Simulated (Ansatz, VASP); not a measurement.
# InH: VASP beside Ansatz, part 2 of 2

Wanted: the spread between two codes on one cell, functional and k mesh. The cell is generated by rule, not measured, and may not be a known phase. Of the first pair: The two relaxations start from unlike cells of this crystal (the structure described is Ansatz's start), so only their ends are compared.

VASP 6.6.1 and Ansatz 0.2.0.

So far. Step 4 (Side by side): Found at a tolerance of 0.01 Å, the end structures differ in symmetry: P6/mmm in Ansatz, Amm2 in VASP; the atoms lie within 0.05 Å of each other, which can come from where the walks stopped or from unlike electronic states.

## (5) VASP: zone-centre phonons, PBE, pair 2

Level of this step: PBE; plane waves and PAW (In_d, H); invented cell (VASP).

Second derivatives magnify differences that forces hide, and they need a tight electronic threshold.

INCAR reads:

```
SYSTEM = InH
PREC = Accurate
ENCUT = 500
EDIFF = 1E-08
NELM = 120
ISMEAR = 1
SIGMA = 0.15
LREAL = .FALSE.
ALGO = Normal
GGA = PE
NBANDS = 13
LORBIT = 11
LWAVE = .FALSE.
LCHARG = .FALSE.
ISIF = 2
IBRION = 8
LASPH = .TRUE.
GGA_COMPAT = .FALSE.
KPAR = 2
```

POSCAR reads:

```
InH
1.0
    1.6355844406     -2.8859655543      0.0000000000
    1.6355844406      2.8859655543      0.0000000000
    0.0000000000      0.0000000000      3.4185195474
In H
1 1
Direct
    0.0000000000      0.0000000000      0.0000000000
    0.5000000000      0.5000000000      0.5000000000
```

KPOINTS reads:

```
Automatic mesh
0
Gamma
12 12 10
0 0 0
```

Potentials, in the order of the species: In_d and H (PBE family, release 64).

Command:

```bash
$ mpirun -np 2 vasp_std
```

Numbers of over 12 decimals in the logs are rounded to 6 here.

The program printed:

```text
[... set-up lines as in an earlier step ...]
 entering main loop
       N       E                     dE             d eps       ncg     rms          rms(c)
DAV:   1     0.816992600040E+02    0.81699E+02   -0.66559E+03  6774   0.130E+03
DAV:   2    -0.865869071249E+00   -0.82565E+02   -0.79452E+02  7223   0.287E+02
DAV:   3    -0.520373817179E+01   -0.43379E+01   -0.43166E+01  8173   0.662E+01
DAV:   4    -0.530297060463E+01   -0.99232E-01   -0.99206E-01  8303   0.101E+01
[...]
DAV:  12    -0.505428026354E+01   -0.20596E-07   -0.34731E-07  7846   0.460E-03    0.117E-03
DAV:  13    -0.505428011988E+01    0.14366E-06   -0.19833E-08  8039   0.118E-03    0.601E-04
DAV:  14    -0.505428012128E+01   -0.13972E-08   -0.15513E-09  4109   0.335E-04
   1 F= -.50542801E+01 E0= -.50545975E+01  d E =0.952097E-03
 Linear response reoptimize wavefunctions to high precision
DAV:   1    -0.505428012626E+01   -0.49797E-08   -0.25430E-10  4774   0.191E-04
DAV:   2    -0.505428012626E+01   -0.63665E-11   -0.74418E-11  3794   0.858E-05
 Linear response DOF=           6
 Linear response progress:
[...]
RMM:  10    -0.154259843812E-01   -0.10310E-07   -0.12527E-09 13392   0.428E-05    0.115E-05
RMM:  11    -0.154259587306E-01    0.25651E-07   -0.11012E-09 13028   0.148E-05    0.317E-06
RMM:  12    -0.154259569569E-01    0.17737E-08    0.94726E-11 10265   0.583E-06    0.282E-06
 first order change of Fermi-energy   0.51327E-04
 force on displaced ion       2 direction 2 :   0.000  -0.295   0.000
 Linear response progress:
  Degree of freedom:   6/  6
       N       E                     dE             d eps       ncg     rms          rms(c)
RMM:   1    -0.155745477492E-01   -0.15575E-01    0.36669E-03 12265   0.627E-01
RMM:   2    -0.151019627992E-01    0.47258E-03   -0.22932E-04 10864   0.150E-01    0.700E-02
RMM:   3    -0.154640914038E-01   -0.36213E-03   -0.28769E-05 12202   0.609E-02    0.397E-02
RMM:   4    -0.160579357472E-01   -0.59384E-03   -0.27791E-05 12066   0.319E-02    0.532E-03
[...]
RMM:  11    -0.161142849875E-01   -0.15639E-06    0.35896E-08 12281   0.982E-05    0.116E-04
RMM:  12    -0.161140777002E-01    0.20729E-06   -0.21162E-08 12985   0.457E-05    0.100E-04
RMM:  13    -0.161140782611E-01   -0.56089E-09    0.84941E-09 13114   0.262E-05    0.684E-05
 first order change of Fermi-energy   0.29227E-03
 force on displaced ion       2 direction 3 :  -0.000   0.000  -0.196
 Linear response finished
```

Parts of OUTCAR (step 5):

```text
  Total       -0.0158865     -0.0176733     -0.0147508     -0.0000000      0.0000000      0.0000000
  in kB       -0.7886908     -0.8773966     -0.7323072     -0.0000000      0.0000000      0.0000000
  external PRESSURE =      -0.7994649 kB  Pullay stress =       0.0000000 kB

 POSITION                                       TOTAL-FORCE (eV/Angst)
 -----------------------------------------------------------------------------------
      0.00000      0.00000      0.00000         0.000000     -0.000000      0.000000
      1.63558      0.00000      1.70926         0.000000      0.000000      0.000000
 -----------------------------------------------------------------------------------
    total drift:                                0.000000     -0.000000      0.000000

[... 2 further parts left out ...]
```

## (6) Ansatz: zone-centre phonons, PBE, pair 2

The same cell, functional, mesh and smearing now go to Ansatz, which takes its cutoff from its data sets.

The cell is taken from a series of runs on this material, whose earlier steps may have relaxed, scaled, displaced or heated it; both programs get it as it stands.

input.yaml reads:

```yaml
crystal:
  lattice:
    - [1.6355844406, -2.8859655543, 0.0]
    - [1.6355844406, 2.8859655543, 0.0]
    - [0.0, 0.0, 3.4185195474]
  atoms:
    - { symbol: In, position: [0.0, 0.0, 0.0] }
    - { symbol: H, position: [0.5, 0.5, 0.5] }
kpoints:
  mp_grid: { grid: [12, 12, 10] }
hamiltonian:
  xc: pbe
scf:
  occupations: { method: methfessel_paxton, width: 0.15 }
output:
  eigenvalues: true
phonons:
  method: dfpt
```

Command:

```bash
$ ansatz run input.yaml --threads 4 --pin off --max-ram 7168MiB --backend cpu --events-out ev --progress --plain --runs-dir out
```

The program printed:

```text
zone centre: on kpoints.mp_grid the ground state, and the responses unless they are solved on pairs of k-points, stand on 258 of the mesh's 1440 k-points, reduced under 8 symmetry operations, with k and −k counted as one. Each operation leaves every solved displacement unchanged or reverses it
[...]
Crystal: 2 atoms, lattice volume = 32.272 Å³
[...]
k mesh reduced under 8 symmetry operations, with k and −k counted as one. Each operation leaves every solved displacement unchanged or reverses it
  ASR residual: 2.331e-5 → 0.000e0 eV/Å²; symmetrization residual: 1.097e-6 eV/Å²
  ASR residual per site (eV/Å²): 2.33e-5 5.49e-6
  Γ frequencies (cm⁻¹): -563.16 0.00 0.00 0.00 231.85 284.80
  non-analytic LO–TO correction: not included (Born effective charges unavailable; polar crystals: no LO–TO splitting at Γ)
[key lines of the parts left out:]
SCF converged after 8 iterations
Free energy (F): -5612.826790 eV
Fermi energy:    8.148339 eV
```

## (7) Differences

Both answers:

| quantity | Ansatz | VASP | difference |
| --- | --- | --- | --- |
| optical mode 1 (imaginary, printed as negative) (cm⁻¹) | -563.2 | -566.6 | +3.4 |
| optical mode 2 (cm⁻¹) | 231.8 | 232.1 | -0.12 % |
| optical mode 3 (cm⁻¹) | 284.8 | 284.7 | +0.05 % |

Modes are paired by rising frequency, not by their patterns, so a pair may set unlike modes beside each other; they are those without the splitting of longitudinal modes.

## (8) VASP: zone-centre phonons, PBE, pair 3

Second derivatives magnify differences that forces hide, and they need a tight electronic threshold. The cell compared in this pair holds 32.04 Å³, against 32.27 Å³ for the pair before.

INCAR is that of step 5.

POSCAR reads:

```
InH
1.0
    3.2978278027      0.0000000000      0.0000000000
    0.0000000000      3.2978278027      0.0000000000
    0.0000000000      0.0000000000      2.9459759696
In H
1 1
Direct
    0.0000000000      0.0000000000      0.0000000000
    0.5000000000      0.5000000000      0.0000000000
```

KPOINTS reads:

```
Automatic mesh
0
Gamma
12 12 12
0 0 0
```

Command:

```bash
$ mpirun -np 2 vasp_std
```

The program printed:

```text
[... set-up lines as in an earlier step ...]
 entering main loop
       N       E                     dE             d eps       ncg     rms          rms(c)
DAV:   1     0.808886843745E+02    0.80889E+02   -0.66009E+03  5156   0.129E+03
DAV:   2    -0.979743856700E+00   -0.81868E+02   -0.79029E+02  5461   0.286E+02
DAV:   3    -0.529740185645E+01   -0.43177E+01   -0.42969E+01  6176   0.662E+01
DAV:   4    -0.539644528740E+01   -0.99043E-01   -0.99017E-01  6243   0.101E+01
[...]
DAV:  12    -0.516383927432E+01   -0.61647E-07   -0.50747E-07  5959   0.538E-03    0.914E-04
DAV:  13    -0.516383907566E+01    0.19866E-06   -0.65144E-08  6027   0.192E-03    0.480E-04
DAV:  14    -0.516383906887E+01    0.67860E-08   -0.28970E-09  3408   0.461E-04
   1 F= -.51638391E+01 E0= -.51635869E+01  d E =-.756443E-03
 Linear response reoptimize wavefunctions to high precision
DAV:   1    -0.516383906160E+01    0.72748E-08   -0.76670E-10  4241   0.359E-04
DAV:   2    -0.516383906162E+01   -0.20918E-10   -0.17012E-10  2963   0.131E-04
 Linear response DOF=           4
 Linear response progress:
[...]
RMM:  12    -0.163744579264E-01    0.51737E-07   -0.16590E-08 17999   0.293E-05    0.263E-05
RMM:  13    -0.163744965857E-01   -0.38659E-07   -0.65300E-09 16901   0.173E-05    0.652E-06
RMM:  14    -0.163745016377E-01   -0.50520E-08   -0.27085E-08 17863   0.740E-06    0.469E-06
 first order change of Fermi-energy   0.37115E-03
 force on displaced ion       2 direction 1 :   0.160   0.000   0.000
 Linear response progress:
  Degree of freedom:   4/  4
       N       E                     dE             d eps       ncg     rms          rms(c)
RMM:   1    -0.144780956790E-01   -0.14478E-01   -0.36313E-03  8989   0.430E-01
RMM:   2    -0.144931245949E-01   -0.15029E-04   -0.33036E-04  8157   0.119E-01    0.469E-02
RMM:   3    -0.147885485112E-01   -0.29542E-03   -0.60017E-05  9234   0.480E-02    0.290E-02
RMM:   4    -0.153187782107E-01   -0.53023E-03   -0.18958E-05  8989   0.272E-02    0.349E-03
[...]
RMM:   8    -0.153286394412E-01    0.48428E-06   -0.32373E-09  9342   0.263E-04    0.617E-05
RMM:   9    -0.153292132143E-01   -0.57377E-06   -0.11630E-09  9949   0.111E-04    0.351E-05
RMM:  10    -0.153292179193E-01   -0.47050E-08   -0.52588E-10 10063   0.337E-05    0.309E-05
 first order change of Fermi-energy   0.96027E-04
 force on displaced ion       2 direction 3 :   0.000   0.000  -0.627
 Linear response finished
```

From OUTCAR (step 8):

```text
  Total       -0.0163026     -0.0163026     -0.0121961      0.0000000      0.0000000      0.0000000
  in kB       -0.8152333     -0.8152333     -0.6098807      0.0000000      0.0000000      0.0000000
  external PRESSURE =      -0.7467824 kB  Pullay stress =       0.0000000 kB

 POSITION                                       TOTAL-FORCE (eV/Angst)
 -----------------------------------------------------------------------------------
      0.00000      0.00000      0.00000         0.000000      0.000000      0.000000
      1.64891      1.64891      0.00000         0.000000      0.000000      0.000000
 -----------------------------------------------------------------------------------
    total drift:                                0.000000      0.000000     -0.000000

[... 2 further parts left out ...]
```

## (9) Ansatz: zone-centre phonons, PBE, pair 3

The same cell, functional, mesh and smearing now go to Ansatz, which takes its cutoff from its data sets.

The cell is taken from a series of runs on this material, whose earlier steps may have relaxed, scaled, displaced or heated it; both programs get it as it stands.

input.yaml, the sections that differ from step 6:

```yaml
crystal:
  lattice:
    - [3.2978278027, 0.0, 0.0]
    - [0.0, 3.2978278027, 0.0]
    - [0.0, 0.0, 2.9459759696]
  atoms:
    - { symbol: In, position: [0.0, 0.0, 0.0] }
    - { symbol: H, position: [0.5, 0.5, 0.0] }
kpoints:
  mp_grid: { grid: [12, 12, 12] }
# hamiltonian, scf, output, phonons: as in step 6
```

Command:

```bash
$ ansatz run input.yaml --threads 4 --pin off --max-ram 7168MiB --backend cpu --events-out ev --progress --plain --runs-dir out
```

The program printed:

```text
[...]
Crystal: 2 atoms, lattice volume = 32.039 Å³
Basis set: ecut = 420 eV, 649 PW (Γ), exchange–correlation on 48×48×40 points (8 copies of the dense FFT grid, shifted against one another)
Bands: 11, of which v1, the nominal top of the filled ones, is band 7 counted from 1 (6 counted from 0)
Symmetry: 16 space group operations
k-points: 343 of 1728 (irreducible under 8 space group operations)
[...]
k-point 1: bands = [... 3 lower, -6.1664, -6.1664, -1.4709, 10.1860, 13.1841, 13.1841, 15.3224, 16.7587]
  k-point 2: bands = [... 3 lower, -6.2196, -6.2196, -1.1174, 9.8658, 13.5653, 13.5955, 13.5955, 17.0233]
  k-point 342: bands = [... 3 lower, -6.1330, -5.8965, 6.6170, 9.2530, 9.7547, 9.7829, 9.7829, 14.4440]
[...]
ASR residual: 7.958e-5 → 0.000e0 eV/Å²; symmetrization residual: 1.051e-6 eV/Å²
  ASR residual per site (eV/Å²): 7.96e-5 1.50e-5
  Γ frequencies (cm⁻¹): -212.59 -212.59 0.00 0.00 0.00 412.04
[...]
[key lines of the parts left out:]
SCF converged after 8 iterations
Free energy (F): -5612.936663 eV
Fermi energy:    8.130517 eV
```

## (10) Side by side

The two programs side by side:

| quantity | Ansatz | VASP | difference |
| --- | --- | --- | --- |
| optical mode 1 to 2 (imaginary, printed as negative) (cm⁻¹) | -212.6 | -209.7 | -2.8 |
| optical mode 3 (cm⁻¹) | 412.0 | 414.8 | -0.67 % |

Modes are paired by rising frequency, not by their patterns, so a pair may set unlike modes beside each other; they are those without the splitting of longitudinal modes.

## (11) What came out

- difference in edge b after relaxation, in the typed setting (relaxation of cell and atoms, PBE): 0.070 %
- r.m.s. difference of the optical zone-centre modes, each program's sorted by frequency (zone-centre phonons, PBE, pair 2): 2.0 cm⁻¹
- r.m.s. difference of the optical zone-centre modes, each program's sorted by frequency (zone-centre phonons, PBE, pair 3): 2.8 cm⁻¹
- difference in optical mode 3 (zone-centre phonons, PBE, pair 3): -0.7 %

The difference in edge b after relaxation, in the typed setting is 0.070 % (relaxation of cell and atoms, PBE), within the 1.2 % picked in this series as the mark of a large difference, as far as the stopping tolerances let one tell. Among the rows given in per cent, the largest difference of the zone-centre phonons, PBE, pair 3 pair is in optical mode 3, -0.7 %. 1 further run of this series is not shown here. How closely two codes agree says nothing of how well the functional describes the real material.

[Lines on the potential files, build, host, timing and source positions are cut from VASP's logs without a mark.]

[Logs are printed without paths, hosts, clocks, repeated set-up lines and the standing remarks that a program may print on its own settings, such as how far it seeks lower states.]

[Hosts, paths, dates, database ids (printed as entryN), source tags and the programs' standing remarks are cut or masked in the printed files.]
